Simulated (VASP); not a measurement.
Input:

```
BaTe
1.0
    0.00000     3.54406     3.54406
    3.54406     0.00000     3.54406
    3.54406     3.54406     0.00000
Ba Te
1 1
Direct
  0.00000   0.00000   0.00000
  0.50000   0.50000   0.50000
```

All values below come from PBE GGA, VASP's PBE PAW potentials (set 64) (plane waves; VASP). Numerical set-up: 400 eV cut-off, 7×7×7 Γ-centred mesh, tetrahedra with Blöchl corrections, potentials Ba_sv Te.

**Question.** Estimate the energy per atom (σ→0).

**Answer.** 
```json
{
  "energy per atom (σ→0)": "-416.3 kJ/mol of atoms"
}
```

Only differences to runs with the same potentials and settings are physical.

The compound is BaTe in the rock salt structure. It was relaxed first.
